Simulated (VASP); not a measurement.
Level of theory: PBE GGA, VASP's PBE PAW potentials (set 64) (plane waves; VASP).

VASP ran on this input.

**KPOINTS**
```
Automatic mesh
0
G
  4 4 3
```

### INCAR
```
SYSTEM = CaOs
PREC = Accurate
ENCUT = 300
EDIFF = 1E-6
NELM = 100
ALGO = Normal
LREAL = .FALSE.
LASPH = .TRUE.
ISMEAR = 0
SIGMA = 0.1
GGA = PE
LMAXMIX = 6
LWAVE = .FALSE.
LCHARG = .FALSE.
ISIF = 2
```

File POSCAR:
```
CaOs
1
    3.4652900000     0.0000000000     0.0000000000
    0.0000000000     3.4652900000     0.0000000000
    0.0000000000     0.0000000000     4.5420050000
Ca Os
1 1
Direct
  0.4902600000   0.5101010000   0.4950520000
  0.0097400000  -0.0101010000   0.0049480000
```

POTCAR, in this order: Ca_sv Os (PBE.64 set). Program: vasp_std.

Question: What will the output report for the number of irreducible k-points (NKPTS), largest plane-wave count, number of space-group operations, FFT grid (NGX, NGY, NGZ)?

Answer: 
```json
{
 "number of irreducible k-points (NKPTS)": "26",
 "largest_plane_wave_count": "676",
 "number_of_space_group_operations": "1",
 "FFT grid (NGX, NGY, NGZ)": "20 × 20 × 28"
}
```

The structure was generated: CaOs was put into an ordered model structure, which need not be its known phase. The cell was not relaxed at this level, atoms are displaced from their ideal sites. The k-mesh is coarse (spacing up to 0.46 per Å, 2π included), so the numbers may not be converged in it. The run is one of a series of settings (KPOINTS 4×4×3 Γ-centred mesh against the base run), some of them coarse on purpose.
